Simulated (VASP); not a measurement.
Output of a VASP run:

**OUTCAR**
```
 ion  position               nearest neighbor table
   1  0.000  1.000  1.000-  51 2.76  29 2.76  37 2.76  53 2.76  12 2.76   6 2.77  41 2.77  34 2.77
                            17 3.19   2 3.19   4 3.19  13 3.19   3 3.19   5 3.19
   2  0.334  0.000  1.000-   9 2.75  33 2.75  52 2.75  38 2.76  51 2.76   6 2.76  34 2.76  29 2.76
                             3 3.18   7 3.19   1 3.19   8 3.19  22 3.19  16 3.19
   3  0.666  0.000  1.000-   9 2.75  33 2.75  38 2.75  52 2.76  37 2.76  41 2.76  12 2.76  53 2.76
                             2 3.18  10 3.18  26 3.19  11 3.19  21 3.19   1 3.19
   4  0.000  0.334  1.000-  25 2.75  50 2.76  15 2.76  44 2.76  41 2.76  12 2.76   6 2.76  34 2.76
                            13 3.18  14 3.18   7 3.18  30 3.19  10 3.19   1 3.19
   5  1.000  0.000  0.334-  18 2.75  27 2.76  43 2.76  49 2.76  29 2.76   6 2.76  12 2.76  37 2.76
                            11 3.18  14 3.18  17 3.18   1 3.19  28 3.19   8 3.19
   6  0.167  0.167  0.167-  19 2.74  14 2.75   7 2.76   8 2.76   5 2.76   2 2.76   4 2.76   1 2.77
                             9 3.18  15 3.18  18 3.19  29 3.19  12 3.19  34 3.20
   7  0.333  0.333  1.000-  20 2.75  15 2.75  38 2.76  34 2.76   6 2.76  44 2.76  47 2.76   9 2.77
                            19 3.18  16 3.18   4 3.18   2 3.19  35 3.19  10 3.19
   8  0.334  1.000  0.333-   9 2.75  43 2.76  18 2.76  33 2.76  46 2.76   6 2.76  29 2.76  23 2.77
                            19 3.17  22 3.18  32 3.19  11 3.19   2 3.19   5 3.19
   9  0.500  0.165  0.166-   2 2.75   3 2.75  19 2.75   8 2.75  11 2.75   7 2.77  24 2.77  10 2.77
                            33 3.17   6 3.18  38 3.18  12 3.19  20 3.19  23 3.20
  10  0.667  0.333  0.999-  20 2.75  41 2.75  38 2.76  50 2.76  12 2.76  25 2.77   9 2.77  47 2.79
                            39 3.17   3 3.18  21 3.19   4 3.19  24 3.19   7 3.19
  11  0.667  0.000  0.333-  12 2.75   9 2.75  37 2.76  27 2.76  23 2.76  46 2.76  49 2.77  33 2.77
                            24 3.17   5 3.18   3 3.19   8 3.19  26 3.19  36 3.19
  12  0.833  0.167  0.167-  24 2.74  11 2.75  14 2.75  10 2.76   5 2.76   3 2.76   4 2.76   1 2.76
                            25 3.18   9 3.19  37 3.19  41 3.19  27 3.19   6 3.19
  13  0.000  0.666  1.000-  50 2.75  25 2.75  44 2.76  51 2.76  15 2.76  53 2.76  29 2.76  37 2.77
                             4 3.18  16 3.19  28 3.19  21 3.19   1 3.19  42 3.19
  14  1.000  0.333  0.333-  12 2.75   6 2.75  40 2.76  25 2.76  27 2.76  15 2.77  18 2.77  31 2.77
                            24 3.17   5 3.18   4 3.18  28 3.19  30 3.19  19 3.19
  15  0.168  0.500  0.166-  32 2.75   7 2.75  16 2.76   4 2.76  13 2.76  19 2.76  14 2.77  28 2.77
                            31 3.18   6 3.18  20 3.18  25 3.19  29 3.19  44 3.19
  16  0.334  0.666  1.000-  47 2.75  33 2.75  15 2.76  52 2.76  20 2.76  51 2.76  44 2.76  29 2.77
                            32 3.17  21 3.18   7 3.18  13 3.19   2 3.19  45 3.20
  17  1.000  0.000  0.666-  18 2.75  27 2.75  49 2.76  41 2.76  34 2.76  53 2.76  51 2.77  43 2.77
                             5 3.18  26 3.18  30 3.18   1 3.19  42 3.20  22 3.20
  18  0.167  0.165  0.500-  17 2.75  22 2.75   5 2.75   8 2.76  30 2.76  35 2.77  19 2.77  14 2.77
                            43 3.17  34 3.18   6 3.19  27 3.19  31 3.19  23 3.20
  19  0.334  0.331  0.332-   6 2.74  31 2.75   9 2.75  15 2.76  20 2.77  23 2.77  18 2.77  54 2.77
                             8 3.17   7 3.18  35 3.19  14 3.19  24 3.20  32 3.20
  20  0.501  0.499  0.165-  10 2.75   7 2.75  21 2.76  16 2.76  32 2.76  19 2.77  24 2.77  36 2.77
                            54 3.17  15 3.18   9 3.19  25 3.19  47 3.20  33 3.20
  21  0.667  0.666  1.000-  50 2.75  33 2.76  20 2.76  53 2.76  37 2.76  25 2.76  52 2.77  47 2.78
                            36 3.18  16 3.18  48 3.18  10 3.19   3 3.19  13 3.19
  22  0.334  1.000  0.666-  18 2.75  52 2.76  23 2.76  43 2.76  38 2.76  34 2.76  51 2.77  46 2.77
                            45 3.18   8 3.18  35 3.18  26 3.18   2 3.19  17 3.20
  23  0.502  0.166  0.501-  26 2.74  35 2.76  22 2.76  11 2.76  24 2.76  39 2.76  19 2.77   8 2.77
                            27 3.17  38 3.18  54 3.19  46 3.20   9 3.20  18 3.20
  24  0.668  0.332  0.333-  12 2.74  54 2.75  27 2.75  23 2.76  25 2.76  40 2.76   9 2.77  20 2.77
                            11 3.17  14 3.17  10 3.19  19 3.20  36 3.20  39 3.20
  25  0.834  0.500  0.166-  36 2.75   4 2.75  13 2.75  28 2.76  14 2.76  21 2.76  24 2.76  10 2.77
                            50 3.17  12 3.18  15 3.19  37 3.19  20 3.19  40 3.19
  26  0.667  0.000  0.667-  23 2.74  27 2.75  41 2.76  53 2.76  38 2.76  52 2.76  46 2.77  49 2.77
                            17 3.18  48 3.18  22 3.18   3 3.19  11 3.19  39 3.19
  27  0.833  0.166  0.501-  17 2.75  26 2.75  24 2.75  11 2.76   5 2.76  39 2.76  14 2.76  30 2.77
                            23 3.17  41 3.18  40 3.19  18 3.19  12 3.19  49 3.19
  28  0.000  0.666  0.333-  49 2.75  40 2.75  25 2.76  29 2.76  43 2.76  15 2.77  37 2.77  31 2.77
                            36 3.17  42 3.18  14 3.19  32 3.19  13 3.19   5 3.19
  29  0.167  0.833  0.167-  32 2.75   1 2.76   5 2.76  28 2.76   8 2.76  13 2.76   2 2.76  16 2.77
                            43 3.18  33 3.19  37 3.19   6 3.19  51 3.19  15 3.19
  30  0.001  0.333  0.667-  44 2.75  34 2.75  18 2.76  40 2.76  41 2.77  27 2.77  31 2.77  50 2.78
                            35 3.18  42 3.18  17 3.18   4 3.19  39 3.19  14 3.19
  31  0.170  0.499  0.499-  45 2.74  35 2.75  19 2.75  32 2.75  14 2.77  28 2.77  30 2.77  42 2.78
                            15 3.18  54 3.18  44 3.19  18 3.19  43 3.20  40 3.21
  32  0.334  0.666  0.331-  15 2.75  29 2.75  31 2.75  33 2.75  20 2.76  54 2.76  46 2.77  43 2.77
                            16 3.17   8 3.19  28 3.19  45 3.19  36 3.20  19 3.20
  33  0.500  0.833  0.165-   2 2.75  32 2.75   3 2.75  16 2.75  21 2.76   8 2.76  36 2.77  11 2.77
                             9 3.17  52 3.18  29 3.19  37 3.19  46 3.19  20 3.20
  34  0.167  0.167  0.833-  30 2.75  35 2.75   7 2.76  17 2.76   2 2.76  22 2.76   4 2.76   1 2.77
                            18 3.18  38 3.18  44 3.18  51 3.19  41 3.20   6 3.20
  35  0.334  0.333  0.666-  47 2.74  31 2.75  34 2.75  23 2.76  38 2.76  44 2.76  18 2.77  54 2.79
                            30 3.18  22 3.18   7 3.19  19 3.19  39 3.19  45 3.20
  36  0.668  0.666  0.332-  54 2.74  37 2.75  25 2.75  46 2.76  49 2.76  40 2.76  20 2.77  33 2.77
                            28 3.17  21 3.18  11 3.19  24 3.20  32 3.20  48 3.20
  37  0.833  0.833  0.167-  36 2.75  11 2.76   1 2.76  21 2.76   3 2.76   5 2.76  13 2.77  28 2.77
                            53 3.19  29 3.19  33 3.19  25 3.19  12 3.19  49 3.19
  38  0.500  0.167  0.834-   3 2.75   2 2.76  10 2.76   7 2.76  35 2.76  26 2.76  22 2.76  39 2.77
                            23 3.18  34 3.18   9 3.18  41 3.18  52 3.18  47 3.20
  39  0.668  0.334  0.668-  41 2.74  50 2.75  40 2.76  27 2.76  47 2.76  23 2.76  38 2.77  54 2.78
                            10 3.17  30 3.19  48 3.19  26 3.19  35 3.19  24 3.20
  40  0.834  0.499  0.500-  42 2.75  28 2.75  14 2.76  39 2.76  30 2.76  36 2.76  24 2.76  48 2.77
...
```

File OSZICAR:
```
...
DAV:   1    -0.694467728499E+03    0.31294E-02   -0.21716E-01 14352   0.190E+00    0.137E-01
RMM:   2    -0.694471039289E+03   -0.33108E-02   -0.37342E-02 15052   0.399E-01    0.606E-02
RMM:   3    -0.694471569194E+03   -0.52991E-03   -0.47956E-03 15012   0.130E-01    0.554E-02
RMM:   4    -0.694471665582E+03   -0.96388E-04   -0.11914E-03 17291   0.548E-02    0.447E-02
RMM:   5    -0.694471660101E+03    0.54815E-05   -0.24526E-04 13674   0.245E-02    0.204E-02
RMM:   6    -0.694471663466E+03   -0.33656E-05   -0.10140E-04 11956   0.152E-02    0.167E-02
RMM:   7    -0.694471658992E+03    0.44739E-05   -0.32154E-05  9823   0.823E-03
   3 F= -.69447166E+03 E0= -.69447841E+03  d E =-.271490E-01
       N       E                     dE             d eps       ncg     rms          rms(c)
DAV:   1    -0.694448078896E+03    0.23585E-01   -0.17352E+00 13392   0.531E+00    0.377E-01
RMM:   2    -0.694473550048E+03   -0.25471E-01   -0.29048E-01 15030   0.112E+00    0.187E-01
RMM:   3    -0.694477882039E+03   -0.43320E-02   -0.38708E-02 15618   0.375E-01    0.171E-01
RMM:   4    -0.694478355795E+03   -0.47376E-03   -0.88704E-03 17776   0.159E-01    0.124E-01
RMM:   5    -0.694478257691E+03    0.98104E-04   -0.13374E-03 14678   0.558E-02    0.612E-02
RMM:   6    -0.694478297618E+03   -0.39928E-04   -0.73881E-04 14078   0.420E-02    0.291E-02
RMM:   7    -0.694478288122E+03    0.94963E-05   -0.17551E-04 13821   0.188E-02    0.170E-02
RMM:   8    -0.694478282689E+03    0.54330E-05   -0.89130E-05 12557   0.143E-02
   4 F= -.69447828E+03 E0= -.69448508E+03  d E =-.662370E-02
       N       E                     dE             d eps       ncg     rms          rms(c)
DAV:   1    -0.694476521400E+03    0.17667E-02   -0.12534E-01 14080   0.143E+00    0.100E-01
RMM:   2    -0.694478366819E+03   -0.18454E-02   -0.20897E-02 14969   0.300E-01    0.523E-02
RMM:   3    -0.694478688800E+03   -0.32198E-03   -0.29045E-03 15163   0.102E-01    0.472E-02
RMM:   4    -0.694478720316E+03   -0.31516E-04   -0.63566E-04 16747   0.428E-02    0.332E-02
RMM:   5    -0.694478714019E+03    0.62968E-05   -0.10419E-04 12453   0.157E-02    0.162E-02
RMM:   6    -0.694478717013E+03   -0.29938E-05   -0.51084E-05 11341   0.108E-02
   5 F= -.69447872E+03 E0= -.69448551E+03  d E =-.705802E-02
       N       E                     dE             d eps       ncg     rms          rms(c)
DAV:   1    -0.694478512438E+03    0.20158E-03   -0.12751E-02 14048   0.454E-01    0.343E-02
RMM:   2    -0.694478696477E+03   -0.18404E-03   -0.21697E-03 14314   0.970E-02    0.163E-02
RMM:   3    -0.694478731902E+03   -0.35425E-04   -0.31521E-04 14183   0.335E-02    0.152E-02
RMM:   4    -0.694478735571E+03   -0.36691E-05   -0.70275E-05 12182   0.152E-02
   6 F= -.69447874E+03 E0= -.69448553E+03  d E =-.707658E-02
       N       E                     dE             d eps       ncg     rms          rms(c)
DAV:   1    -0.694474965176E+03    0.37667E-02   -0.27240E-01 13424   0.218E+00    0.151E-01
RMM:   2    -0.694479011972E+03   -0.40468E-02   -0.46302E-02 15124   0.450E-01    0.745E-02
RMM:   3    -0.694479698789E+03   -0.68682E-03   -0.60330E-03 15167   0.151E-01    0.692E-02
RMM:   4    -0.694479768899E+03   -0.70110E-04   -0.13715E-03 16793   0.645E-02    0.479E-02
RMM:   5    -0.694479761189E+03    0.77102E-05   -0.19885E-04 14449   0.221E-02    0.243E-02
RMM:   6    -0.694479766378E+03   -0.51892E-05   -0.93551E-05 13551   0.160E-02
   7 F= -.69447977E+03 E0= -.69448656E+03  d E =-.103081E-02
```

**OUTCAR**
```
------------------------ aborting loop because EDIFF is reached ----------------------------------------
  FORCE on cell =-STRESS in cart. coord.  units (eV):
  Direction    XX          YY          ZZ          XY          YZ          ZX
  --------------------------------------------------------------------------------------
  Total       -2.9239590     -2.9124374     -2.9222565      0.0096187     -0.0046297      0.0225117
  in kB       -5.3591791     -5.3380617     -5.3560587      0.0176297     -0.0084855      0.0412606
  external PRESSURE =      -5.3510998 kB  Pullay stress =       0.0000000 kB
  volume of cell :      874.15
      direct lattice vectors                 reciprocal lattice vectors
     9.561540358  0.000000000  0.000000000     0.104585659  0.000000000  0.000000000
     0.000000000  9.561540358  0.000000000     0.000000000  0.104585659  0.000000000
     0.000000000  0.000000000  9.561540358     0.000000000  0.000000000  0.104585659
 POSITION                                       TOTAL-FORCE (eV/Angst)
 -----------------------------------------------------------------------------------
      0.00136      9.56018      9.56044         0.015993     -0.003602     -0.014418
      3.19184      9.56009      9.55788         0.011934     -0.001173     -0.001212
      6.37275      9.56011      9.55941         0.016204     -0.002148     -0.006640
      0.00241      3.18893      9.55920         0.010597     -0.006364     -0.003945
      0.00514      9.55814      3.18912        -0.006646      0.006444     -0.015949
      1.60180      1.59462      1.59496        -0.004233      0.007831     -0.004336
      3.19139      3.18734      9.55686         0.005743     -0.004489      0.006975
      3.19358      9.55840      3.18508        -0.005733      0.005409     -0.002006
      4.78475      1.59049      1.59031        -0.002758      0.007541     -0.005542
      6.37530      3.18773      9.55813         0.009830     -0.009529      0.000479
      6.37762      9.55886      3.18665        -0.003934      0.003244     -0.008788
      7.96769      1.59578      1.59673        -0.000476     -0.001786     -0.014158
      0.00278      6.36977      9.55761         0.006573     -0.001481      0.001522
      0.00593      3.18542      3.18676        -0.011422      0.006855     -0.010239
      1.59809      4.77778      1.58830        -0.007683      0.007474      0.007790
      3.19150      6.37174      9.55549         0.004297     -0.004890      0.015686
      0.00337      9.56019      6.36999        -0.000297     -0.000917     -0.010415
      1.59818      1.59105      4.77805        -0.006340      0.001403     -0.004014
      3.18822      3.18088      3.17837        -0.006881     -0.002915      0.010310
      4.78482      4.77900      1.59679         0.006261     -0.008249      0.007289
      6.37579      6.37132      9.55695         0.004532      0.000298      0.007392
      3.19140      9.55987      6.36900         0.007639     -0.002202      0.005699
      4.78497      1.60010      4.77718         0.001080     -0.002962      0.003451
      6.38398      3.18099      3.17965        -0.012773     -0.000281      0.000507
      7.97321      4.77862      1.59026        -0.007231      0.001750     -0.005602
      6.37565      9.56082      6.37072         0.008455     -0.008570     -0.007698
      7.97322      1.59065      4.77946        -0.002851      0.004907     -0.012627
      0.00484      6.36965      3.18476        -0.006519      0.006880      0.001329
      1.60026      7.96082      1.59384         0.002878      0.009013      0.003661
      0.00502      3.18766      6.37075        -0.006264     -0.006938     -0.008353
      1.60676      4.77917      4.77697        -0.005316     -0.008439     -0.001081
      3.18755      6.37530      3.17826        -0.005636      0.010631     -0.001008
      4.78312      7.96529      1.58844         0.009395      0.008328      0.008715
      1.60090      1.59639      7.96109        -0.002785     -0.005278      0.004144
      3.18790      3.18138      6.37414        -0.004264     -0.005598      0.003723
      6.38263      6.37589      3.17939        -0.002081      0.007161     -0.003144
      7.96631      7.96129      1.59516         0.005822      0.006123     -0.002020
      4.78399      1.59256      7.96518         0.003020     -0.006191     -0.002394
      6.38338      3.18132      6.37425        -0.005830      0.007329      0.012466
      7.96498      4.77885      4.77724        -0.003852     -0.006586      0.001449
      7.96713      1.59718      7.96232         0.001249     -0.008975     -0.007290
      0.00404      6.37182      6.36910         0.001549     -0.003461      0.002809
      1.59822      7.96558      4.77726        -0.006307      0.007818      0.000733
      1.59636      4.77950      7.96357         0.001589     -0.003526      0.007782
      3.18795      6.37596      6.37325        -0.011857      0.013202      0.010960
      4.78489      7.95777      4.77694         0.003083      0.001564     -0.003406
      4.78417      4.77983      7.95473        -0.001287     -0.003799      0.008046
      6.38325      6.37744      6.37379        -0.009759     -0.002609      0.012326
      7.97311      7.96610      4.77822        -0.003580      0.002727     -0.004455
      7.97126      4.77998      7.96477         0.005758     -0.006303     -0.000106
      1.59972      7.96263      7.96026         0.005659      0.000803      0.005776
      4.78301      7.96766      7.96337         0.009016     -0.004871      0.007709
      7.96614      7.96320      7.96130         0.005822     -0.003043     -0.004279
      4.78702      4.77822      4.77521        -0.009383      0.002440      0.006393
 -----------------------------------------------------------------------------------
    total drift:                                0.189652     -0.098004     -0.172111
...
```
(Selected blocks of OUTCAR.)

File POSCAR:
```
TiW53
1
    9.5615403575    -0.0000000000    -0.0000000000
    0.0000000000     9.5615403575     0.0000000000
    0.0000000000     0.0000000000     9.5615403575
W Ti
53 1
Direct
  0.0001040289   0.9998620847   0.9998901562
  0.3335994582   0.0000661806   0.9997855524
  0.6663052276   0.0000574839   0.9998326025
  0.0002763218   0.3335341771   0.9999835781
  0.9999763706   0.0001411710   0.3337428064
  0.1671086291   0.1668008703   0.1670996826
  0.3333638724   0.3333036814   0.9996352826
  0.3340924512   0.9997222347   0.3334340812
  0.4998826968   0.1651470995   0.1664626437
  0.6669119603   0.3330733971   0.9994328789
  0.6674901788   0.0003219272   0.3330499968
  0.8331406974   0.1668508872   0.1668089103
  0.0003151405   0.6661697315   0.9998244575
  0.9999859084   0.3327506412   0.3328902551
  0.1675635675   0.4996108889   0.1664133787
  0.3337508966   0.6662159783   0.9996012798
  0.9997043729   0.0002947579   0.6664064983
  0.1667238460   0.1650761331   0.5002855941
  0.3339111342   0.3313538714   0.3324477643
  0.5005073551   0.4987191393   0.1653825259
  0.6666389766   0.6663897223   0.9999165925
  0.3339944974   0.9998533703   0.6659508504
  0.5017246104   0.1664646694   0.5010167940
  0.6680688959   0.3319910341   0.3329357785
  0.8342180190   0.4998677052   0.1662100247
  0.6670344710   0.0003437632   0.6666802492
  0.8333037898   0.1662690959   0.5005535014
  0.0000760723   0.6660403855   0.3334139279
  0.1665896140   0.8333326214   0.1668837419
  0.0014129584   0.3332303608   0.6666897530
  0.1700373078   0.4990869466   0.4988238652
  0.3336536909   0.6664393128   0.3311501360
  0.4997674288   0.8332985824   0.1653384461
  0.1671996979   0.1670977810   0.8325855531
  0.3341561919   0.3328344722   0.6662850632
  0.6684382540   0.6663090639   0.3320429647
  0.8332154535   0.8333521355   0.1665263846
  0.4999951101   0.1666334630   0.8336652507
  0.6680866847   0.3339969404   0.6678994375
  0.8343262736   0.4994455625   0.5000479841
  0.8329260369   0.1671786218   0.8332197450
  0.9998384857   0.6661010087   0.6657727296
  0.1670803076   0.8333713659   0.4995586362
  0.1665520618   0.4999624942   0.8323527757
  0.3322641861   0.6676715729   0.6648273707
  0.5014405985   0.8321839860   0.4987983478
  0.4979221818   0.5009611494   0.8310069963
  0.6668346559   0.6674532171   0.6669900732
  0.8342862736   0.8322769490   0.5003454152
  0.8335511136   0.5006344791   0.8343048015
  0.1668605692   0.8333336839   0.8332002942
  0.4996386450   0.8336773005   0.8332465927
  0.8331201225   0.8327780920   0.8331550201
  0.5025776493   0.5004787549   0.4967819776
```

Problem. Reconstruct the remaining input files.

Solution. One answer among several that fit: the input of the run itself, PBE GGA, plane waves, VASP's PBE PAW potentials (set 64).

INCAR:
```
# general
SYSTEM  = TiW53
PREC    = Normal
ENCUT   = 400
LREAL   = Auto
LASPH   = T
ISYM    = 0

# electronic loop
EDIFF   = 1E-5
NELM    = 100
NELMIN  = 4
ALGO    = Fast
LMAXMIX = 6

# smearing
ISMEAR  = 1
SIGMA   = 0.1

# functional
GGA     = PE

# ions
IBRION  = 2
NSW     = 120
ISIF    = 2
EDIFFG  = -0.03

# output
LWAVE   = F
LCHARG  = F
```

File KPOINTS:
```
Regular mesh
0
Gamma
 3 3 3
```

POTCAR, in this order: W_sv Ti (PBE.64 set). Program: vasp_std.

The cell is a supercell with a defect, built from W (bcc): Ti_W. The run is not spin-polarised, so no state with unpaired spins was tried.
